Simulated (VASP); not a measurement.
# LiNd: structure and properties in VASP, part 2 of 5

Wanted: the relaxed cell of LiNd and its properties. The cell is invented: it takes the structure of COD entry 1523864, NdTl (space group 221 there), with some of its atoms replaced by other elements, volume scaled by an estimate. It may not be a known or stable phase. Left out of this account: at least 7 further runs (self-consistent run: a volume scan without its fit; self-consistent run: a spoilt try).

VASP 6.6.1, plane waves and PAW; the level of theory is named at each step.

Still holding for the runs below: The cell holds one magnetic atom, so no antiferromagnetic order fits into it. The k-mesh is coarse for a metal. Without U or exact exchange f electrons of an open shell on Nd come out too delocalised, which can shrink the cell and pin f bands at the Fermi level.

So far: The structure; Relaxing cell and atoms (SCAN + D3(BJ)).

The structure was built from a prototype and need not be the compound's stable phase.

## (2) Relaxing cell and atoms (SCAN + D3(BJ)) (continued)

Level of this step: SCAN with D3(BJ), spin-polarised from a ferromagnetic start (one magnetic atom a cell); plane waves and PAW (Nd, Li_sv); invented cell (VASP).

Relaxation path:

```
step  energy less that of the first step (eV)  largest force (eV/Å)  pressure (GPa)  volume (Å³)
   1                                   0.0000                0.0000            4.22        48.65
   2                                  -0.0756                0.0000            1.55        53.30
   3                                  -0.0911                0.0000            0.07        56.58
   4                                  -0.0912                0.0000           -0.04        56.75
```

```
conventional cell, symmetrised  before  after   change
                         a (Å)   3.650  3.843   +5.3 %
                         b (Å)   3.650  3.843   +5.3 %
                         c (Å)   3.650  3.843   +5.3 %
              volume (Å³/atom)   24.32  28.37  +16.7 %
```

Final coordinates:

```xyz
2
Lattice="3.8429 0.0000 0.0000 0.0000 3.8429 0.0000 0.0000 0.0000 3.8429" Properties=species:S:1:pos:R:3 pbc="T T T"
Nd    0.0000    0.0000    0.0000
Li    1.9214    1.9214    1.9214
```

Numbers from this step:

| Property | Result |
| --- | --- |
| electrons | 17 |
| bands | 15 |
| irreducible k-points | 20 |
| symmetry operations | 48 |
| free energy (TOTEN) | -49.70 eV |
| energy at zero smearing | -49.69 eV |
| Fermi energy | 3.085 eV |
| pressure | -0.04128 GPa |
| moment of the cell, from the last line of the log | 4.391 μB |
| metallic, judged on the points sampled | yes |
| SCF cycles over all ionic steps | 143 |

Spin moment in the PAW sphere by atom:

```
atom  spin moment in the PAW sphere (μB)
 Nd1                                3.16
 Li2                                0.00
```

It ends with forces that vanish by symmetry and a pressure of -0.04 GPa.

## (3) Second relaxation

The basis stayed that of the start cell while the cell moved. A rerun from the cell reached resets it; the error of the finite cutoff stays.

File INCAR:

```
SYSTEM = LiNd
PREC = Accurate
ENCUT = 650
EDIFF = 1E-06
NELM = 100
ISMEAR = 0
SIGMA = 0.05
LREAL = .FALSE.
ALGO = Normal
METAGGA = SCAN
IVDW = 12
LASPH = .TRUE.
NBANDS = 15
ISPIN = 2
MAGMOM = 3 0
LMAXMIX = 6
LORBIT = 11
LWAVE = .FALSE.
LCHARG = .FALSE.
IBRION = 2
NSW = 60
ISIF = 3
EDIFFG = -0.01
```

File POSCAR:

```
LiNd
1.0
    3.8428518044      0.0000000000      0.0000000000
    0.0000000000      3.8428518044      0.0000000000
    0.0000000000      0.0000000000      3.8428518044
Nd Li
1 1
Direct
    0.0000000000      0.0000000000      0.0000000000
    0.5000000000      0.5000000000      0.5000000000
```

File KPOINTS:

```
Automatic mesh
0
Gamma
6 6 6
0 0 0
```

Potentials, in the order of the species: Nd and Li_sv (PBE family, release 64).

Command:

```sh
$ mpirun -np 1 vasp_std
```

The program printed:

```text
[banner, memory and clock lines left out]
running    1 mpi-ranks, on    1 nodes
 distrk:  each k-point on    1 cores,    1 groups
 distr:  one band on    1 cores,    1 groups

 POSCAR found type information on POSCAR NdLi
 POSCAR found :  2 types and       2 ions
 [... a notice as in an earlier step ...]

 LDA part: xc-table for (None), standard interpolation
 POSCAR, INCAR and KPOINTS ok, starting setup
 FFT: planning ... GRIDC
 FFT: planning ... GRID_SOFT
 FFT: planning ... GRID
 WAVECAR not read
 entering main loop
       N       E                     dE             d eps       ncg     rms          rms(c)
DAV:   1     0.108292418689E+03    0.10829E+03   -0.78215E+03  1256   0.281E+03
DAV:   2    -0.330987518002E+02   -0.14139E+03   -0.13517E+03  1921   0.370E+02
DAV:   3    -0.527808364511E+02   -0.19682E+02   -0.19093E+02  2048   0.180E+02
DAV:   4    -0.553421224846E+02   -0.25613E+01   -0.25019E+01  2228   0.343E+01
DAV:   5    -0.557395942112E+02   -0.39747E+00   -0.39694E+00  1774   0.136E+01    0.544E+01
DAV:   6    -0.922577301916E+02   -0.36518E+02   -0.35162E+02  1975   0.190E+02    0.130E+02
DAV:   7    -0.699240326944E+02    0.22334E+02   -0.14038E+01  1700   0.730E+01    0.721E+01
DAV:   8    -0.568937172422E+02    0.13030E+02   -0.12504E+01  1798   0.645E+01    0.775E+01
DAV:   9    -0.503148529914E+02    0.65789E+01   -0.85945E+00  2192   0.353E+01    0.331E+01
DAV:  10    -0.479919945623E+02    0.23229E+01   -0.48668E+01  2157   0.708E+01    0.611E+01
DAV:  11    -0.479486779604E+02    0.43317E-01   -0.24523E+00  2066   0.190E+01    0.535E+01
DAV:  12    -0.479807828650E+02   -0.32105E-01   -0.11244E+00  2260   0.161E+01    0.303E+01
DAV:  13    -0.488425998711E+02   -0.86182E+00   -0.81691E-01  2087   0.169E+01    0.219E+01
DAV:  14    -0.491547089235E+02   -0.31211E+00   -0.27262E-01  2149   0.949E+00    0.184E+01
DAV:  15    -0.494300278917E+02   -0.27532E+00   -0.15363E-01  2111   0.106E+01    0.124E+01
DAV:  16    -0.496517902631E+02   -0.22176E+00   -0.47918E-01  2127   0.173E+01    0.146E+01
DAV:  17    -0.496536172564E+02   -0.18270E-02   -0.14358E-01  1770   0.540E+00    0.973E+00
DAV:  18    -0.495954999110E+02    0.58117E-01   -0.69369E-02  2114   0.525E+00    0.675E+00
DAV:  19    -0.495915492387E+02    0.39507E-02   -0.22588E-02  1885   0.177E+00    0.647E+00
DAV:  20    -0.496005133035E+02   -0.89641E-02   -0.12946E-02  1639   0.159E+00    0.673E+00
DAV:  21    -0.495994448232E+02    0.10685E-02   -0.39586E-03  1649   0.673E-01    0.662E+00
DAV:  22    -0.496058329946E+02   -0.63882E-02   -0.88610E-02  1428   0.355E+00    0.612E+00
DAV:  23    -0.495893545755E+02    0.16478E-01   -0.56026E-02  1991   0.242E+00    0.553E+00
DAV:  24    -0.495851336876E+02    0.42209E-02   -0.49666E-02  1612   0.291E+00    0.587E+00
DAV:  25    -0.505749536081E+02   -0.98982E+00   -0.21114E-01  1981   0.664E+00    0.432E+00
DAV:  26    -0.495526086543E+02    0.10223E+01   -0.79021E+00  2028   0.621E+00    0.361E+00
DAV:  27    -0.495564857766E+02   -0.38771E-02   -0.21803E-01  1355   0.423E+00    0.369E+00
DAV:  28    -0.495436248969E+02    0.12861E-01   -0.56584E-02  1600   0.252E+00    0.391E+00
DAV:  29    -0.495558745894E+02   -0.12250E-01   -0.53743E-02  1748   0.252E+00    0.481E+00
DAV:  30    -0.495429029088E+02    0.12972E-01   -0.53569E-02  1559   0.201E+00    0.396E+00
[...]
DAV:  89    -0.495688760558E+02    0.84131E-03   -0.20893E-03  1963   0.489E-01    0.660E-01
DAV:  90    -0.495688972287E+02   -0.21173E-04   -0.11028E-03  1781   0.309E-01    0.722E-01
DAV:  91    -0.495683855143E+02    0.51171E-03   -0.34984E-03  1728   0.662E-01    0.927E-01
DAV:  92    -0.495670476130E+02    0.13379E-02   -0.16435E-03  1701   0.463E-01    0.106E+00
DAV:  93    -0.495674590299E+02   -0.41142E-03   -0.89807E-04  1483   0.288E-01    0.107E+00
DAV:  94    -0.495674740858E+02   -0.15056E-04   -0.22182E-04  1543   0.164E-01    0.103E+00
DAV:  95    -0.495673497161E+02    0.12437E-03   -0.23614E-04  1807   0.172E-01    0.934E-01
DAV:  96    -0.495720831366E+02   -0.47334E-02   -0.42732E-02  1702   0.259E+00    0.843E-01
DAV:  97    -0.495732131131E+02   -0.11300E-02   -0.14025E-02  1364   0.137E+00    0.512E-01
DAV:  98    -0.495710006330E+02    0.22125E-02   -0.40127E-03  1524   0.623E-01    0.592E-01
DAV:  99    -0.495710366033E+02   -0.35970E-04   -0.58610E-03  1940   0.684E-01    0.487E-01
DAV: 100    -0.495706360600E+02    0.40054E-03   -0.19214E-03  1492   0.337E-01
|                                                                             |
|           W    W    AA    RRRRR   N    N  II  N    N   GGGG   !!!           |
|           W    W   A  A   R    R  NN   N  II  NN   N  G    G  !!!           |
|           W    W  A    A  R    R  N N  N  II  N N  N  G       !!!           |
|           W WW W  AAAAAA  RRRRR   N  N N  II  N  N N  G  GGG   !            |
|           WW  WW  A    A  R   R   N   NN  II  N   NN  G    G                |
|           W    W  A    A  R    R  N    N  II  N    N   GGGG   !!!           |
|                                                                             |
|     The electronic self-consistency was not achieved in the given           |
|     number of steps (NELM). The forces and other quantities evaluated       |
|     might not be reliable so examine the results carefully. If you find     |
|     spurious results, we suggest increasing NELM, if you were close to      |
|     convergence or switching to a different ALGO or adjusting the           |
|     density mixing parameters otherwise.                                    |
|                                                                             |

   1 F= -.49709026E+02 E0= -.49705708E+02  d E =-.497090E+02  mag=     4.3417
 curvature:   0.00 expect dE= 0.000E+00 dE for cont linesearch  0.000E+00
 trial: gam= 0.00000 g(F)=  0.000E+00 g(S)=  0.175E+00 ort = 0.000E+00 (trialstep = 0.100E+01)
 search vector abs. value=  0.175E+00
 bond charge predicted
       N       E                     dE             d eps       ncg     rms          rms(c)
DAV:   1    -0.668590438829E+02   -0.17288E+02   -0.16308E+02  1498   0.204E+02    0.631E+01
DAV:   2    -0.956102984219E+02   -0.28751E+02   -0.84477E+02  2378   0.287E+02    0.190E+02
DAV:   3    -0.721865087799E+02    0.23424E+02   -0.21053E+01  2164   0.472E+01    0.540E+01
DAV:   4    -0.481762107249E+02    0.24010E+02   -0.25067E+01  2152   0.394E+01    0.193E+01
DAV:   5    -0.530212335273E+02   -0.48450E+01   -0.31492E+01  2303   0.689E+01    0.411E+01
DAV:   6    -0.487104804465E+02    0.43108E+01   -0.10296E+01  2034   0.368E+01    0.230E+01
DAV:   7    -0.486472969491E+02    0.63183E-01   -0.72846E-01  1991   0.945E+00    0.201E+01
DAV:   8    -0.490116016570E+02   -0.36430E+00   -0.33103E-01  2159   0.688E+00    0.221E+01
DAV:   9    -0.492842915394E+02   -0.27269E+00   -0.12284E-01  2116   0.487E+00    0.249E+01
DAV:  10    -0.495448646136E+02   -0.26057E+00   -0.19393E-01  1993   0.792E+00    0.222E+01
DAV:  11    -0.494020807393E+02    0.14278E+00   -0.46739E+00  2103   0.181E+01    0.170E+01
DAV:  12    -0.494813054675E+02   -0.79225E-01   -0.66124E-01  1482   0.915E+00    0.979E+00
DAV:  13    -0.495017558634E+02   -0.20450E-01   -0.21949E-01  2041   0.412E+00    0.595E+00
DAV:  14    -0.495296282314E+02   -0.27872E-01   -0.46856E-02  1842   0.235E+00    0.633E+00
DAV:  15    -0.495319388829E+02   -0.23107E-02   -0.24636E-02  1790   0.164E+00    0.596E+00
DAV:  16    -0.495297061632E+02    0.22327E-02   -0.13630E-02  1785   0.121E+00    0.631E+00
DAV:  17    -0.495163405856E+02    0.13366E-01   -0.39134E-02  1838   0.163E+00    0.515E+00
DAV:  18    -0.495300193785E+02   -0.13679E-01   -0.13432E-01  1472   0.411E+00    0.428E+00
DAV:  19    -0.495524985392E+02   -0.22479E-01   -0.26435E-01  1799   0.511E+00    0.227E+00
DAV:  20    -0.495407282903E+02    0.11770E-01   -0.11898E-01  1536   0.360E+00    0.188E+00
DAV:  21    -0.495383958383E+02    0.23325E-02   -0.24214E-02  1829   0.169E+00    0.181E+00
DAV:  22    -0.495389479274E+02   -0.55209E-03   -0.92132E-03  1397   0.759E-01    0.151E+00
DAV:  23    -0.495408472879E+02   -0.18994E-02   -0.15243E-02  1465   0.146E+00    0.812E-01
DAV:  24    -0.495417298274E+02   -0.88254E-03   -0.11672E-02  1670   0.138E+00    0.108E+00
DAV:  25    -0.495420357378E+02   -0.30591E-03   -0.17238E-03  1900   0.532E-01    0.104E+00
DAV:  26    -0.495418697168E+02    0.16602E-03   -0.49642E-04  1725   0.228E-01    0.101E+00
DAV:  27    -0.495404831282E+02    0.13866E-02   -0.15974E-03  1955   0.334E-01    0.713E-01
DAV:  28    -0.495400325563E+02    0.45057E-03   -0.12595E-03  1714   0.326E-01    0.411E-01
DAV:  29    -0.495400455579E+02   -0.13002E-04   -0.67092E-04  1900   0.281E-01    0.266E-01
DAV:  30    -0.495400596907E+02   -0.14133E-04   -0.54344E-04  1659   0.226E-01    0.194E-01
DAV:  31    -0.495399289426E+02    0.13075E-03   -0.26331E-04  1941   0.158E-01    0.142E-01
DAV:  32    -0.495398987749E+02    0.30168E-04   -0.10009E-04  1957   0.972E-02    0.824E-02
DAV:  33    -0.495398842527E+02    0.14522E-04   -0.13012E-04  1497   0.129E-01    0.348E-02
DAV:  34    -0.495398888753E+02   -0.46227E-05   -0.72183E-05  1565   0.108E-01    0.390E-02
DAV:  35    -0.495399050546E+02   -0.16179E-04   -0.41100E-05  1485   0.704E-02    0.210E-02
DAV:  36    -0.495399155088E+02   -0.10454E-04   -0.20077E-05  1602   0.489E-02    0.875E-03
DAV:  37    -0.495399200013E+02   -0.44924E-05   -0.64090E-06  1541   0.233E-02    0.730E-03
DAV:  38    -0.495399200643E+02   -0.63027E-07   -0.17764E-06  1206   0.151E-02
   2 F= -.49663419E+02 E0= -.49658108E+02  d E =0.456067E-01  mag=     4.3729
[... from here on, the cycles between the ionic steps are left out ...]
   3 F= -.49688248E+02 E0= -.49684016E+02  d E =0.207781E-01  mag=     4.3658
   4 F= -.49697841E+02 E0= -.49694027E+02  d E =0.111845E-01  mag=     4.3704
   5 F= -.49706191E+02 E0= -.49702716E+02  d E =0.283465E-02  mag=     4.3824
   6 F= -.49708475E+02 E0= -.49705129E+02  d E =0.550590E-03  mag=     4.3882
   7 F= -.49708965E+02 E0= -.49705678E+02  d E =0.604472E-04  mag=     4.3892
   8 F= -.49709243E+02 E0= -.49705994E+02  d E =-.217411E-03  mag=     4.3886
   9 F= -.49709349E+02 E0= -.49706112E+02  d E =-.323068E-03  mag=     4.3889
  10 F= -.49709385E+02 E0= -.49706157E+02  d E =-.358782E-03  mag=     4.3893
  11 F= -.49709397E+02 E0= -.49706171E+02  d E =-.371513E-03  mag=     4.3895
  12 F= -.49709405E+02 E0= -.49706182E+02  d E =-.379421E-03  mag=     4.3896
  13 F= -.49709408E+02 E0= -.49706188E+02  d E =-.381694E-03  mag=     4.3897
  14 F= -.49709411E+02 E0= -.49706190E+02  d E =-.384673E-03  mag=     4.3897
  15 F= -.49709411E+02 E0= -.49706191E+02  d E =-.384665E-03  mag=     4.3897
  16 F= -.49709408E+02 E0= -.49706189E+02  d E =-.382636E-03  mag=     4.3897
  17 F= -.49709409E+02 E0= -.49706189E+02  d E =-.383350E-03  mag=     4.3897
  18 F= -.49709409E+02 E0= -.49706189E+02  d E =-.383365E-03  mag=     4.3897
 curvature:  -0.00 expect dE=-0.566E-07 dE for cont linesearch -0.566E-07
 ZBRENT: bisectioning
 opt :   0.0000  next Energy=   -49.709409 (dE=-0.383E-03)
 bond charge predicted
       N       E                     dE             d eps       ncg     rms          rms(c)
DAV:   1    -0.495710197586E+02    0.11277E-05   -0.39578E-08   628   0.403E-03    0.189E-03
DAV:   2    -0.495710183875E+02    0.13711E-05   -0.37965E-07   635   0.106E-02    0.480E-03
DAV:   3    -0.495710201830E+02   -0.17955E-05   -0.10795E-07   614   0.614E-03    0.134E-03
DAV:   4    -0.495710199298E+02    0.25321E-06   -0.32873E-08   650   0.414E-03
  19 F= -.49709409E+02 E0= -.49706189E+02  d E =-.383627E-03  mag=     4.3897
 curvature:  -0.00 expect dE=-0.231E-07 dE for cont linesearch -0.231E-07
 trial: gam= 0.00000 g(F)=  0.183E-75 g(S)=  0.227E-04 ort =-0.199E-02 (trialstep = 0.800E+00)
 search vector abs. value=  0.227E-04
 reached required accuracy - stopping structural energy minimisation
```

The job ended after 18 min (1 MPI rank of Intel Xeon 6975P-C (Granite Rapids), shared host; peak memory 0.27 GiB).

OUTCAR, selected parts (step 3):

```text
  LATTYP: Found a simple cubic cell.
 ALAT       =     3.8428518044

The static configuration has the point symmetry O_h .

 Found     20 irreducible k-points:

   dimension x,y,z NGX =    32 NGY =   32 NGZ =   32
   dimension x,y,z NGXF=    64 NGYF=   64 NGZF=   64

   ENCUT  =  650.0 eV  47.77 Ry    6.91 a.u.   7.99  7.99  7.99*2*pi/ulx,y,z

   NELECT =      17.0000    total number of electrons

 Edisp (eV)   -0.13839

 E-fermi :   3.0844

 spin component 1
 k-point     1 :       0.0000    0.0000    0.0000
  band No.  band energies     occupation
    ...
      7       0.5632      1.00000
      8       0.5784      1.00000
      9       0.5784      1.00000
     10       2.2230      1.00000
     11       2.2354      1.00000
     12       3.2170      0.00009
     13       3.2546      0.00000
     14       3.2546      0.00000
     15       4.4870      0.00000

 k-point     2 :       0.1667    0.0000    0.0000
  band No.  band energies     occupation
    ...
      7       0.5624      1.00000
      8       0.5735      1.00000
      9       0.5888      1.00000
     10       2.3547      1.00000
     11       2.4515      1.00000
     12       3.2125      0.00015
     13       3.2331      0.00001
     14       3.2705      0.00000
     15       4.4752      0.00000

 k-point     3 :       0.3333    0.0000    0.0000
  band No.  band energies     occupation
    ...
      7       0.5347      1.00000
      8       0.5963      1.00000
      9       0.6117      1.00000
     10       2.6324      1.00000
     11       2.7079      1.00000
     12       3.1192      0.16300
     13       3.2826      0.00000
     14       3.3198      0.00000
     15       4.4527      0.00000

 k-point     4 :       0.5000    0.0000    0.0000
  band No.  band energies     occupation
    ...
      7       0.5226      1.00000
      8       0.6090      1.00000
      9       0.6245      1.00000
     10       2.5412      1.00000
     11       2.7850      1.00000
     12       3.1641      0.01211
     13       3.3262      0.00000
     14       3.3642      0.00000
     15       4.4420      0.00000

 Edisp (eV)   -0.13839

  Total      -0.01771    -0.01771    -0.01771     0.00000    -0.00000     0.00000
  in kB      -0.49998    -0.49998    -0.49998     0.00000    -0.00000     0.00000
  external pressure =       -0.50 kB  Pullay stress =        0.00 kB

  energy-cutoff  :      650.00
  volume of cell :       56.75
      direct lattice vectors                 reciprocal lattice vectors
     3.842853987  0.000000000  0.000000000     0.260223262  0.000000000  0.000000000
    -0.000000000  3.842853987  0.000000000    -0.000000000  0.260223262  0.000000000
    -0.000000000 -0.000000000  3.842853987    -0.000000000 -0.000000000  0.260223262

 POSITION                                       TOTAL-FORCE (eV/Angst)
 -----------------------------------------------------------------------------------
      0.00000      0.00000      0.00000         0.000000      0.000000      0.000000
      1.92143      1.92143      1.92143        -0.000000     -0.000000      0.000000
 -----------------------------------------------------------------------------------
    total drift:                                0.000000      0.000000     -0.000000

  FREE ENERGIE OF THE ION-ELECTRON SYSTEM (eV)
  ---------------------------------------------------
  free  energy   TOTEN  =       -49.7094094852 eV

  energy  without entropy=      -49.7029682307  energy(sigma->0) =      -49.70618886

 total charge
# of ion       s       p       d       f       tot
--------------------------------------------------
    1        2.015   5.236   0.579   3.107  10.938
    2        2.046   0.018   0.000   0.000   2.063
--------------------------------------------------
tot          4.061   5.253   0.579   3.107  13.001

 magnetization (x)
# of ion       s       p       d       f       tot
--------------------------------------------------
    1        0.005  -0.273   0.342   3.094   3.168
    2       -0.001   0.003   0.000   0.000   0.003
--------------------------------------------------
tot          0.004  -0.270   0.342   3.094   3.171

[... 5 parts as in an earlier step ...]

[... 9 further parts left out ...]
```

CONTCAR:

```
LiNd
   1.00000000000000
     3.8428539867434117    0.0000000000000000    0.0000000000000000
    -0.0000000000000000    3.8428539867434117    0.0000000000000000
    -0.0000000000000000   -0.0000000000000000    3.8428539867434117
  Nd              Li
     1     1
Direct
     0.0000000000000000    0.0000000000000000    0.0000000000000000
     0.5000000000000000    0.5000000000000000    0.5000000000000000
```

In some ionic steps the electronic loop met its limit (NELM), so the energies of those steps, and differences from them, are uncertain.

Little changed from the start: no atom moved by 0.005 Å and no cell edge by 0.1 %.

Numbers from this step:

```
free energy (TOTEN)                               : -49.71 eV
energy at zero smearing                           : -49.71 eV
Fermi energy                                      : 3.084 eV
pressure                                          : -0.05000 GPa
moment of the cell, from the last line of the log : 4.390 μB
SCF cycles over all ionic steps                   : 336
```

It ends with forces that vanish by symmetry and a pressure of -0.05 GPa. The volume moved by under 0.01 %, so the volume is settled.

(Continued in part 3 of 5.)

[Lines on the potential files, build, host, timing and source positions are cut from VASP's logs without a mark.]

[Logs are printed without paths, hosts, clocks, repeated set-up lines and the standing remarks that a program may print on its own settings, such as how far it seeks lower states.]

[Hosts, paths, dates, database ids (printed as entryN), source tags and the programs' standing remarks are cut or masked in the printed files.]

[A measured line is paired with the nearest computed mode of its activity, which favours agreement.]

[In band tables of VASP the shares of atoms and orbitals are scaled to a sum of 1 inside the atoms' spheres.]
